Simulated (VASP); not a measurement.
The system is WSe2.

```
W Se
1.0
     3.35866    0.00000    0.00000
    -1.67933    2.90868    0.00000
     0.00000    0.00000   14.84193
W Se
2 4
Direct
  0.33333 0.66667 0.25000
  0.66667 0.33333 0.75000
  0.33333 0.66667 0.63553
  0.66667 0.33333 0.13553
  0.33333 0.66667 0.86447
  0.66667 0.33333 0.36447
```

The cell isn't the ideal one: a relaxed cell with its volume scaled by 1.04.

* Program: VASP 6.6.1
* Task: relaxation of shape and atoms at fixed volume
* Functional: PBE
* Potentials or basis: VASP PAW PBE potentials, release 64 (W, Se)
* Cutoff: 300 eV
* k mesh: 5 × 5 × 1
* Occupations: gaussian, width 0.03 eV
* Spin: no spin polarisation

At the start: pressure -4.3 GPa; volume 24.17 Å³/atom.

Task: How do energy, volume and symmetry change on relaxing?

Result: Over 8 steps the energy falls by 12.7 meV/atom; space group P6_3/mmc (No. 194, to 0.05 Å).

Step by step:
```tsv
step	energy change (eV)	largest force (eV/Å)	pressure (GPa)
1	0.0000	0.6212	-4.29
2	-0.0408	0.0873	-2.19
3	-0.0409	0.0534	-2.05
4	-0.0628	0.0219	-1.28
5	-0.0760	0.0330	0.02
6	-0.0760	0.0312	-0.02
7	-0.0760	0.0284	-0.25
8	-0.0761	0.0008	-0.14
```

Final structure:
```cif
data_structure
_symmetry_space_group_name_H-M 'P 1'
_symmetry_Int_Tables_number 1
_cell_length_a 3.3170
_cell_length_b 3.3170
_cell_length_c 15.2170
_cell_angle_alpha 90.000
_cell_angle_beta 90.000
_cell_angle_gamma 120.000
_cell_volume 144.99
loop_
_atom_site_label
_atom_site_type_symbol
_atom_site_fract_x
_atom_site_fract_y
_atom_site_fract_z
_atom_site_occupancy
W1 W 0.33333 0.66667 0.25000 1
W2 W 0.66667 0.33333 0.75000 1
Se1 Se 0.33333 0.66667 0.63985 1
Se2 Se 0.66667 0.33333 0.13985 1
Se3 Se 0.33333 0.66667 0.86015 1
Se4 Se 0.66667 0.33333 0.36015 1
```

Caveat: the k mesh is coarse (spacing up to 0.43 Å⁻¹), so the values aren't converged; this functional lacks dispersion, which binds the layers, so the pressure and a relaxed spacing across them are unreliable.
